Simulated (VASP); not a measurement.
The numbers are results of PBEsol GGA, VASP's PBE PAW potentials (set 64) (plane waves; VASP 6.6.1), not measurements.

The input files of a VASP run:

### POSCAR
```
Ag
1
    2.8556625206     0.0000000000     0.0000000000
   -1.4278312603     2.4730761390    -0.0000000000
    0.0000000000     0.0000000000     9.3970508487
Ag
4
Direct
  1.0000000000   1.0000000000   1.0000000000
  1.0000000000   1.0000000000   0.5000000000
  0.3333330000   0.6666670000   0.2500000000
  0.6666670000   0.3333330000   0.7500000000
```

INCAR:
```
SYSTEM = Ag
PREC = Accurate
ENCUT = 400
EDIFF = 1E-6
NELM = 100
ALGO = Normal
LREAL = .FALSE.
LASPH = .TRUE.
ISMEAR = 1
SIGMA = 0.1
GGA = PS
LMAXMIX = 4
LWAVE = .FALSE.
LCHARG = .FALSE.
IBRION = 2
ISIF = 3
NSW = 60
EDIFFG = -0.02
```

File KPOINTS:
```
Automatic mesh
0
Gamma
11 11 3
0 0 0
```

POTCAR, in this order: Ag (PBE.64 set). Program: vasp_std.

The resulting files:

**OUTCAR**
```
 ion  position               nearest neighbor table
   1  0.000  0.000  0.000-   3 2.87   4 2.87   3 2.87   4 2.87   4 2.87   3 2.87
   2  0.000  0.000  0.500-   3 2.87   4 2.87   3 2.87   4 2.87   4 2.87   3 2.87
   3  0.333  0.667  0.250-   1 2.87   2 2.87   1 2.87   2 2.87   1 2.87   2 2.87
   4  0.667  0.333  0.750-   1 2.87   2 2.87   1 2.87   2 2.87   1 2.87   2 2.87
  LATTYP: Found a hexagonal cell.
 ALAT       =     2.8556625206
 C/A-ratio  =     3.2906727531
 Subroutine PRICEL returns:
 Original cell was already a primitive cell.
 Subroutine GETGRP returns: Found 24 space group operations
The static configuration has the point symmetry D_3d.
 The point group associated with its full space group is D_6h.
The dynamic configuration has the point symmetry D_3d.
 Subroutine INISYM returns: Found 24 space group operations
 Subroutine IBZKPT returns following result:
 Found     32 irreducible k-points:

 Following reciprocal coordinates:
            Coordinates               Weight
  0.000000  0.000000  0.000000      1.000000
  0.090909  0.000000  0.000000      6.000000
  0.181818  0.000000  0.000000      6.000000
  0.272727  0.000000  0.000000      6.000000
  0.363636  0.000000  0.000000      6.000000
  0.454545  0.000000  0.000000      6.000000
  0.090909  0.090909  0.000000      6.000000
  0.181818  0.090909  0.000000     12.000000
  0.272727  0.090909  0.000000     12.000000
  0.363636  0.090909  0.000000     12.000000
  0.454545  0.090909  0.000000      6.000000
  0.181818  0.181818  0.000000      6.000000
  0.272727  0.181818  0.000000     12.000000
  0.363636  0.181818  0.000000     12.000000
  0.272727  0.272727  0.000000      6.000000
  0.363636  0.272727  0.000000      6.000000
  0.000000  0.000000  0.333333      2.000000
  0.090909  0.000000  0.333333     12.000000
  0.181818  0.000000  0.333333     12.000000
  0.272727  0.000000  0.333333     12.000000
  0.363636  0.000000  0.333333     12.000000
  0.454545  0.000000  0.333333     12.000000
  0.090909  0.090909  0.333333     12.000000
  0.181818  0.090909  0.333333     24.000000
  0.272727  0.090909  0.333333     24.000000
  0.363636  0.090909  0.333333     24.000000
  0.454545  0.090909  0.333333     12.000000
  0.181818  0.181818  0.333333     12.000000
  0.272727  0.181818  0.333333     24.000000
  0.363636  0.181818  0.333333     24.000000
  0.272727  0.272727  0.333333     12.000000
  0.363636  0.272727  0.333333     12.000000
   k-points           NKPTS =     32   k-points in BZ     NKDIM =     32   number of bands    NBANDS=     26
   number of dos      NEDOS =    301   number of ions     NIONS =      4
   total plane-waves  NPLWV =  25600
   dimension x,y,z NGX =    20 NGY =   20 NGZ =   64
   dimension x,y,z NGXF=    40 NGYF=   40 NGZF=  128
   ions per type =               4
   PREC   = accura    normal or accurate (medium, high low for compatibility)
   ISTART =      0    job   : 0-new  1-cont  2-samecut
   ICHARG =      2    charge: 1-file 2-atom 10-const
   ISPIN  =      1    spin polarized calculation?
   LNONCOLLINEAR =      F non collinear calculations
   LSORBIT =      F    spin-orbit coupling
   INIWAV =      1    electr: 0-lowe 1-rand  2-diag
   ENCUT  =  400.0 eV  29.40 Ry    5.42 a.u.   4.66  4.66 15.32*2*pi/ulx,y,z
   NELM   =    100;   NELMIN=  2; NELMDL= -5     # of ELM steps
   EDIFF  = 0.1E-05   stopping-criterion for ELM
   LREAL  =      F    real-space projection
   NLSPLINE    = F    spline interpolate recip. space projectors
   LMAXMIX     =    4 max onsite mixed and CHGCAR
   VOSKOWN=      0    Vosko Wilk Nusair interpolation
   EDIFFG = -.2E-01   stopping-criterion for IOM
   NSW    =     60    number of steps for IOM
   NBLOCK =      1;   KBLOCK =     60    inner block; outer block
...
```

**OSZICAR**
```
       N       E                     dE             d eps       ncg     rms          rms(c)
DAV:   1     0.254642852006E+03    0.25464E+03   -0.19841E+04  1696   0.136E+03
DAV:   2    -0.864834737138E+01   -0.26329E+03   -0.25422E+03  1734   0.327E+02
DAV:   3    -0.146388311236E+02   -0.59905E+01   -0.59535E+01  1826   0.536E+01
DAV:   4    -0.146705470749E+02   -0.31716E-01   -0.31698E-01  1762   0.385E+00
DAV:   5    -0.146707863290E+02   -0.23925E-03   -0.23925E-03  1778   0.368E-01    0.119E+01
DAV:   6    -0.132722531070E+02    0.13985E+01   -0.50668E+00  1682   0.194E+01    0.709E+00
DAV:   7    -0.132289742855E+02    0.43279E-01   -0.64423E-02  1712   0.165E+00    0.382E+00
DAV:   8    -0.132135070578E+02    0.15467E-01   -0.27213E-03  1728   0.419E-01    0.183E-01
DAV:   9    -0.132135369428E+02   -0.29885E-04   -0.82654E-05  1758   0.117E-01    0.291E-02
DAV:  10    -0.132135530537E+02   -0.16111E-04   -0.77470E-06  1746   0.333E-02    0.162E-02
DAV:  11    -0.132135572436E+02   -0.41899E-05   -0.26722E-06  1316   0.154E-02    0.141E-03
DAV:  12    -0.132135571361E+02    0.10753E-06   -0.13639E-07   888   0.316E-03
   1 F= -.13213557E+02 E0= -.13212649E+02  d E =-.132136E+02
       N       E                     dE             d eps       ncg     rms          rms(c)
DAV:   1    -0.132157269417E+02   -0.21697E-02   -0.57266E-02  1700   0.188E+00    0.270E-01
DAV:   2    -0.132139690659E+02    0.17579E-02   -0.46045E-03  1712   0.613E-01    0.105E-01
DAV:   3    -0.132137845962E+02    0.18447E-03   -0.16837E-04  1710   0.100E-01    0.611E-02
DAV:   4    -0.132137241930E+02    0.60403E-04   -0.87634E-05  1700   0.784E-02    0.129E-02
DAV:   5    -0.132137248082E+02   -0.61521E-06   -0.69424E-06  1684   0.263E-02
   2 F= -.13213725E+02 E0= -.13212712E+02  d E =-.167672E-03
       N       E                     dE             d eps       ncg     rms          rms(c)
DAV:   1    -0.132137794570E+02   -0.55264E-04   -0.13907E-03  1712   0.293E-01    0.408E-02
DAV:   2    -0.132137378087E+02    0.41648E-04   -0.10438E-04  1712   0.925E-02    0.161E-02
DAV:   3    -0.132137343654E+02    0.34433E-05   -0.39528E-06  1630   0.154E-02    0.939E-03
DAV:   4    -0.132137334560E+02    0.90937E-06   -0.20087E-06  1110   0.121E-02
   3 F= -.13213733E+02 E0= -.13212707E+02  d E =-.176320E-03
       N       E                     dE             d eps       ncg     rms          rms(c)
DAV:   1    -0.132139274763E+02   -0.19311E-03   -0.54943E-03  1702   0.581E-01    0.833E-02
DAV:   2    -0.132137571773E+02    0.17030E-03   -0.43814E-04  1714   0.189E-01    0.326E-02
DAV:   3    -0.132137410865E+02    0.16091E-04   -0.16225E-05  1700   0.311E-02    0.191E-02
DAV:   4    -0.132137362424E+02    0.48441E-05   -0.84382E-06  1692   0.243E-02    0.408E-03
DAV:   5    -0.132137363711E+02   -0.12874E-06   -0.62796E-07   866   0.823E-03
   4 F= -.13213736E+02 E0= -.13212681E+02  d E =-.179235E-03
       N       E                     dE             d eps       ncg     rms          rms(c)
DAV:   1    -0.132151550272E+02   -0.14188E-02   -0.46474E-02  1696   0.161E+00    0.212E-01
DAV:   2    -0.132140489667E+02    0.11061E-02   -0.24009E-03  1708   0.447E-01    0.913E-02
DAV:   3    -0.132138581682E+02    0.19080E-03   -0.15113E-04  1700   0.969E-02    0.480E-02
DAV:   4    -0.132138027537E+02    0.55414E-04   -0.69594E-05  1710   0.690E-02    0.125E-02
DAV:   5    -0.132138026104E+02    0.14331E-06   -0.62275E-06  1676   0.208E-02
   5 F= -.13213803E+02 E0= -.13212645E+02  d E =-.662393E-04
```

### OUTCAR
```
------------------------ aborting loop because EDIFF is reached ----------------------------------------
  FORCE on cell =-STRESS in cart. coord.  units (eV):
  Direction    XX          YY          ZZ          XY          YZ          ZX
  --------------------------------------------------------------------------------------
  Total       -0.0008516     -0.0008516     -0.0213066      0.0000000      0.0000000      0.0000000
  in kB       -0.0205827     -0.0205827     -0.5149572      0.0000000      0.0000000      0.0000000
  external PRESSURE =      -0.1853742 kB  Pullay stress =       0.0000000 kB
  volume of cell :       66.29
      direct lattice vectors                 reciprocal lattice vectors
     2.850112354  0.000000000 -0.000000000     0.350863361  0.202571068  0.000000000
    -1.425056177  2.468269555  0.000000000     0.000000000  0.405142136  0.000000000
    -0.000000000 -0.000000000  9.423220929     0.000000000  0.000000000  0.106120827
 POSITION                                       TOTAL-FORCE (eV/Angst)
 -----------------------------------------------------------------------------------
      2.85011      0.00000     -0.00000        -0.000000      0.000000     -0.000000
     -0.00000     -0.00000      4.71161        -0.000000      0.000000     -0.000000
     -0.00000      1.64551      2.35581        -0.000000     -0.000000      0.000000
      1.42506      0.82276      7.06742         0.000000      0.000000     -0.000000
 -----------------------------------------------------------------------------------
    total drift:                                0.000000     -0.000000      0.000000
  FREE ENERGIE OF THE ION-ELECTRON SYSTEM (eV)
  ---------------------------------------------------
  free  energy   TOTEN  =       -13.2138026104 eV

  energy  without entropy=      -13.2103294498  energy(sigma->0) =      -13.21264489

 reached required accuracy - stopping structural energy minimisation
```
(Selected blocks of OUTCAR.)

**CONTCAR**
```
Ag
   1.00000000000000
     2.8501123539693625    0.0000000000000000   -0.0000000000000000
    -1.4250561769846812    2.4682695545686832    0.0000000000000000
    -0.0000000000000000   -0.0000000000000000    9.4232209285443052
  Ag
     4
Direct
     1.0000000000000000    0.0000000000000000    0.0000000000000000
     0.0000000000000000    0.0000000000000000    0.5000000000000000
     0.3333330000000032    0.6666669999999968    0.2500000000000000
     0.6666669999999968    0.3333330000000032    0.7500000000000000
```

**OUTCAR**
```
 val. band max:        8.7398957622   @ k =   0.2727   0.1818   0.0000

 cond. band min:       8.7592898126   @ k =   0.1818   0.0000   0.3333


 Fermi energy:         8.7470961127

 k-point     1 :       0.0000    0.0000    0.0000
  band No.  band energies     occupation
      1       0.5886      2.00000
      2       1.9890      2.00000
      3       1.9922      2.00000
      4       2.0421      2.00000
      5       3.6955      2.00000
      6       3.7455      2.00000
      7       3.7455      2.00000
      8       3.7601      2.00000
      9       3.7601      2.00000
     10       3.9326      2.00000
     11       3.9414      2.00000
     12       3.9607      2.00000
     13       3.9607      2.00000
     14       4.0022      2.00000
     15       4.0022      2.00000
     16       4.6667      2.00000
     17       4.6667      2.00000
     18       5.0083      2.00000
     19       5.0083      2.00000
     20       5.2171      2.00000
     21       5.2171      2.00000
     22       5.6263      2.00000
     23       5.6263      2.00000
     24       8.0035      2.00000
     25      12.2016      0.00000
     26      19.6772      0.00000

 k-point     2 :       0.0909    0.0000    0.0000
  band No.  band energies     occupation
      1       0.8245      2.00000
      2       2.1842      2.00000
      3       2.1956      2.00000
      4       2.2004      2.00000
      5       3.5631      2.00000
      6       3.6785      2.00000
      7       3.6897      2.00000
      8       3.7056      2.00000
      9       3.7245      2.00000
     10       3.8587      2.00000
     11       3.8630      2.00000
     12       3.9738      2.00000
     13       4.0850      2.00000
     14       4.1174      2.00000
     15       4.1243      2.00000
     16       4.5536      2.00000
     17       4.5797      2.00000
     18       5.0317      2.00000
     19       5.0938      2.00000
     20       5.2032      2.00000
     21       5.3459      2.00000
     22       5.4009      2.00000
...
```

The structure was generated: Ag was put into the dhcp type (P6_3/mmc), which need not be its known phase. This run relaxes it. Symmetry was kept, so distortions that lower it aren't found. The start is the result of an earlier pass.
